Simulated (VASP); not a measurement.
Method: PBE GGA, VASP's PBE PAW potentials (set 64) (plane waves; VASP).

Input for VASP

KPOINTS:
```
Automatic mesh
0
Gamma
8 8 8
0 0 0
```

File POSCAR:
```
ZnS
1.0
  0.0000000000   2.7591000000   2.7591000000
  2.7591000000   0.0000000000   2.7591000000
  2.7591000000   2.7591000000   0.0000000000
Zn S
1 1
Direct
  0.0000000000   0.0000000000   0.0000000000
  0.2500000000   0.2500000000   0.2500000000
```

**INCAR**
```
ISMEAR=0   ! Gaussian
SYSTEM=ZnS
EDIFF=1E-6   ! SCF stop (eV)
ALGO=Normal
LASPH=T
ISIF=2
SIGMA=0.05   ! width (eV)
PREC=Accurate
LMAXMIX=4   ! l cut-off of mixed one-centre charges
GGA=PE   ! PBE
NELM=100   ! most electronic steps
LREAL=F
LWAVE=F
LCHARG=F
ENCUT=775   ! plane-wave cut-off (eV)
```

POTCAR, in this order: Zn S (PBE.64 set). Program: vasp_std.

What VASP printed:

File OSZICAR:
```
       N       E                     dE             d eps       ncg     rms          rms(c)
DAV:   1     0.105628207871E+03    0.10563E+03   -0.11407E+04   754   0.211E+03
DAV:   2     0.134621312966E+01   -0.10428E+03   -0.98924E+02   779   0.339E+02
DAV:   3    -0.713429887166E+01   -0.84805E+01   -0.84196E+01   939   0.876E+01
DAV:   4    -0.726769843879E+01   -0.13340E+00   -0.13332E+00   839   0.113E+01
DAV:   5    -0.726949005846E+01   -0.17916E-02   -0.17916E-02   929   0.134E+00    0.631E+00
DAV:   6    -0.685418092000E+01    0.41531E+00   -0.95892E-01  1122   0.359E+01    0.493E+00
DAV:   7    -0.683989516517E+01    0.14286E-01   -0.31588E-01   799   0.544E+00    0.252E+00
DAV:   8    -0.683939256383E+01    0.50260E-03   -0.56093E-03   874   0.691E-01    0.715E-01
DAV:   9    -0.683972458748E+01   -0.33202E-03   -0.97824E-04   870   0.346E-01    0.129E-01
DAV:  10    -0.683987329607E+01   -0.14871E-03   -0.19102E-04   834   0.134E-01    0.612E-02
DAV:  11    -0.683989858916E+01   -0.25293E-04   -0.40826E-05   837   0.880E-02    0.795E-03
DAV:  12    -0.683990002382E+01   -0.14347E-05   -0.31309E-06   869   0.246E-02    0.653E-03
DAV:  13    -0.683989986998E+01    0.15384E-06   -0.41125E-07   582   0.156E-02
   1 F= -.68398999E+01 E0= -.68398999E+01  d E =-.119620E-11
```

OUTCAR:
```
------------------------ aborting loop because EDIFF is reached ----------------------------------------
  FORCE on cell =-STRESS in cart. coord.  units (eV):
  Direction    XX          YY          ZZ          XY          YZ          ZX
  --------------------------------------------------------------------------------------
  Total       -0.6407245     -0.6407245     -0.6407245      0.0000000      0.0000000     -0.0000000
  in kB      -24.4370948    -24.4370948    -24.4370948      0.0000000      0.0000000     -0.0000000
  external PRESSURE =     -24.4370948 kB  Pullay stress =       0.0000000 kB
  volume of cell :       42.01
      direct lattice vectors                 reciprocal lattice vectors
     0.000000000  2.759100000  2.759100000    -0.181218513  0.181218513  0.181218513
     2.759100000  0.000000000  2.759100000     0.181218513 -0.181218513  0.181218513
     2.759100000  2.759100000  0.000000000     0.181218513  0.181218513 -0.181218513
  FREE ENERGIE OF THE ION-ELECTRON SYSTEM (eV)
  ---------------------------------------------------
  free  energy   TOTEN  =        -6.8398998700 eV

  energy  without entropy=       -6.8398998700  energy(sigma->0) =       -6.83989987
```
(Selected blocks of OUTCAR.)

The compound is ZnS in the zinc blende structure. The cell was not relaxed at this level. The run is one of a series of settings (ENCUT = 775 against the base run), some of them coarse on purpose.
